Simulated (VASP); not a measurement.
An input for Quantum ESPRESSO's pw.x (written as the equivalent of a VASP run, and not itself run):

```
&CONTROL
  calculation = 'vc-relax'
  pseudo_dir = './pseudo'
  outdir = './out'
  tprnfor = .true.
  tstress = .true.
  nstep = 60
  forc_conv_thr = 0.00078
/
&SYSTEM
  ibrav = 0
  nat = 4
  ntyp = 2
  ecutwfc = 84
  occupations = 'smearing'
  smearing = 'methfessel-paxton'
  degauss = 0.00735
  input_dft = 'pbesol'
/
&ELECTRONS
  conv_thr = 7.3e-08
  electron_maxstep = 100
/
&IONS
/
&CELL
/
ATOMIC_SPECIES
  V 50.941 V.upf
  Ge 72.630 Ge.upf
CELL_PARAMETERS angstrom
     2.8829883    0.0000000    0.0000000
    -1.4414941    2.4967410    0.0000000
    -0.0000000    0.0000000    7.7741569
ATOMIC_POSITIONS crystal
  V    0.0000000  1.0000000  0.0000000
  V    0.0000000  1.0000000  0.5000000
  Ge   0.3333330  0.6666670  0.2500000
  Ge   0.6666670  0.3333330  0.7500000
K_POINTS automatic
  11 11 4 0 0 0
```

Question: Write the VASP files for the same calculation (PBEsol).

Answer: Several could match; the one computed here: 
### POSCAR
```
VGe
1.0
  2.8829882760   0.0000000000   0.0000000000
 -1.4414941380   2.4967410465   0.0000000000
  0.0000000000   0.0000000000   7.7741568655
V Ge
2 2
Direct
  0.0000000000   1.0000000000   0.0000000000
  0.0000000000   1.0000000000   0.5000000000
  0.3333330000   0.6666670000   0.2500000000
  0.6666670000   0.3333330000   0.7500000000
```

INCAR:
```
SYSTEM=VGe
PREC=Accurate; ENCUT=400; LREAL=F
LASPH=T
EDIFF=1E-6; NELM=100; ALGO=Normal
LMAXMIX=4
ISMEAR=1; SIGMA=0.1
GGA=PS
IBRION=2; NSW=60; ISIF=3
EDIFFG=-0.02
LWAVE=F; LCHARG=F
```

### KPOINTS
```
kpoints
0
G
  11 11 4
```

POTCAR, in this order: V_sv Ge_d (PBE.64 set). Program: vasp_std.

What does not carry over: the potentials are each code's own (VASP's PAW set, PseudoDojo norm-conserving files in pw.x), so ENCUT and ecutwfc are chosen apart and not converted; conv_thr bounds pw.x's estimated SCF error, while EDIFF bounds the energy change between steps; forc_conv_thr acts on force components and is met together with etot_conv_thr.

The structure was generated: VGe was put into the NiAs type (P6_3/mmc), which need not be its known phase. This run relaxes it. Symmetry was kept, so distortions that lower it aren't found. The start is the result of an earlier pass.
